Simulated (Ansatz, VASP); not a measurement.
**Two plane-wave programs on Sr3Bi**

```
Sr Bi
1.0
     0.00000    4.39449    4.39449
     4.39449    0.00000    4.39449
     4.39449    4.39449    0.00000
Sr Bi
3 1
Direct
  0.50000 0.50000 0.50000
  0.25000 0.25000 0.25000
  0.75000 0.75000 0.75000
  0.00000 0.00000 0.00000
```

Alike in both runs: functional PBE; k mesh 10 × 10 × 10; occupations gaussian, width 0.1 eV; no spin polarisation.

Ansatz relaxed the structure, and its values are those at the end. VASP's run is a single point on that final structure, the one shown.

|  | VASP | Ansatz |
| --- | --- | --- |
| version | VASP 6.6.1 | Ansatz 0.2.0 |
| potentials or method | VASP PAW PBE potentials, release 64 (Sr_sv, Bi_d) | scalar-relativistic, plane waves, PAW |
| plane-wave cutoff (eV) | 520 | 420 |
| valence electrons in the cell | 45 | 45 |

```csv
,VASP,Ansatz,Ansatz less VASP
gap on the k mesh at the Fermi level (eV),none,none,-
pressure (GPa),0.0,0.0,-0.01
```

A gap of «none» marks a metal or a gap that the smearing closes.

Caveats: spin-orbit coupling is left out, which moves the levels of the heavy elements.
